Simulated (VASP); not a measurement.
Ir:

```
CELL_PARAMETERS angstrom
0.00000 1.92696 1.92696
1.92696 0.00000 1.92696
1.92696 1.92696 0.00000
ATOMIC_POSITIONS crystal
Ir 0.00000 0.00000 0.00000
```

```yaml
Program: VASP 6.6.1
Task: relaxation of cell and atoms
Functional: PBEsol
Potentials_or_basis: VASP PAW PBE potentials, release 64 (Ir)
Cutoff: 580 eV
k_mesh: 18 × 18 × 18
Occupations: gaussian, width 0.1 eV
Spin: no spin polarisation
```

At the start: pressure -5.9 GPa; volume 14.31 Å³/atom.

Where does the relaxation end?

Over 4 steps the energy falls by 4.2 meV/atom and the volume is 14.09 Å³/atom (-1.6 %); space group Fm-3m (No. 225, to 0.05 Å).

Step by step:
```csv
step,energy change (eV),largest force (eV/Å),pressure (GPa),volume (Å³)
1,0.0000,0.0000,-5.89,14.31
2,0.0646,0.0000,27.95,13.25
3,-0.0042,0.0000,-0.16,14.09
4,-0.0042,0.0000,-0.01,14.09
```

Final structure:
```
Ir
1.0
     0.00000    1.91690    1.91690
     1.91690    0.00000    1.91690
     1.91690    1.91690    0.00000
Ir
1
Cartesian
  3.8338 1.9169 1.9169
```

Caveat: the PAW data sets were made with another functional, which shifts forces and pressure a little.
